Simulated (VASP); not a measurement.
Consider the following.

```
MgSe
1.0
    0.00000     2.74674     2.74674
    2.74674     0.00000     2.74674
    2.74674     2.74674     0.00000
Mg Se
1 1
Direct
  0.00000   0.00000   0.00000
  0.50000   0.50000   0.50000
```

Computed with TPSS meta-GGA, VASP's PBE PAW potentials (set 64) (plane waves; VASP). Numerical set-up: 520 eV cut-off, 9×9×9 Γ-centred mesh, tetrahedra with Blöchl corrections, potentials Mg Se.

Task: Give the energies of bands 2 to 7 at the high-symmetry points, in eV from the valence-band maximum.

Result: 
```tsv
band	Γ	X	U	L	W
2	0.00	-4.20	-3.72	-4.85	-3.26
3	0.00	-1.75	-3.25	-0.57	-3.26
4	0.00	-1.75	-1.40	-0.57	-2.46
5	2.76	2.05	3.25	3.95	4.72
6	7.65	4.08	6.38	6.33	7.21
7	7.65	11.74	9.15	6.33	7.65
```

The gap is indirect, 2.05 eV, from the valence maximum at Γ to the conduction minimum at X.

The compound is MgSe in the rock salt structure. It was relaxed first.
